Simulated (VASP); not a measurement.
An input for Quantum ESPRESSO's pw.x (written as the equivalent of a VASP run, and not itself run):

```
&CONTROL
  calculation = 'scf'
  pseudo_dir = './pseudo'
  outdir = './out'
  tprnfor = .true.
  tstress = .true.
/
&SYSTEM
  ibrav = 0
  nat = 2
  ntyp = 2
  ecutwfc = 82.3
  occupations = 'smearing'
  smearing = 'gaussian'
  degauss = 0.003675
  input_dft = 'vdw-df-obk8'
/
&ELECTRONS
  conv_thr = 7.3e-09
  electron_maxstep = 100
/
ATOMIC_SPECIES
  Sn 118.710 Sn.upf
  Te 127.600 Te.upf
CELL_PARAMETERS angstrom
     0.0000000    3.2065052    3.2065052
     3.2065052    0.0000000    3.2065052
     3.2065052    3.2065052    0.0000000
ATOMIC_POSITIONS crystal
  Sn   0.0000000  0.0000000  0.0000000
  Te   0.5000000  0.5000000  0.5000000
K_POINTS automatic
  7 7 7 0 0 0
```

Question: Write the VASP files for the same calculation (optB88-vdW).

Answer: This is not unique; one that fits is 
### POSCAR
```
SnTe
1
    0.0000000000     3.2065051690     3.2065051690
    3.2065051690     0.0000000000     3.2065051690
    3.2065051690     3.2065051690     0.0000000000
Sn Te
1 1
Direct
  0.0000000000   0.0000000000   0.0000000000
  0.5000000000   0.5000000000   0.5000000000
```

INCAR:
```
AGGAC = 0.0
ALGO = Normal
EDIFF = 1E-7
ENCUT = 520
GGA = BO
ISIF = 2
ISMEAR = 0
LASPH = .True.
LCHARG = .False.
LMAXMIX = 4
LREAL = .False.
LUSE_VDW = .True.
LWAVE = .False.
NELM = 100
PARAM1 = 0.1833333333
PARAM2 = 0.22
PREC = Accurate
SIGMA = 0.05
SYSTEM = SnTe
```

KPOINTS:
```
Automatic
0
G
 7 7 7
```

POTCAR, in this order: Sn_d Te (PBE.64 set). Program: vasp_std.

The two are equivalent in intent, not identical: the potentials are each code's own (VASP's PAW set, PseudoDojo norm-conserving files in pw.x), so ENCUT and ecutwfc are chosen apart and not converted; conv_thr bounds pw.x's estimated SCF error, while EDIFF bounds the energy change between steps.

The compound is SnTe in the rock salt structure, which distorts at low temperature. It was relaxed first.
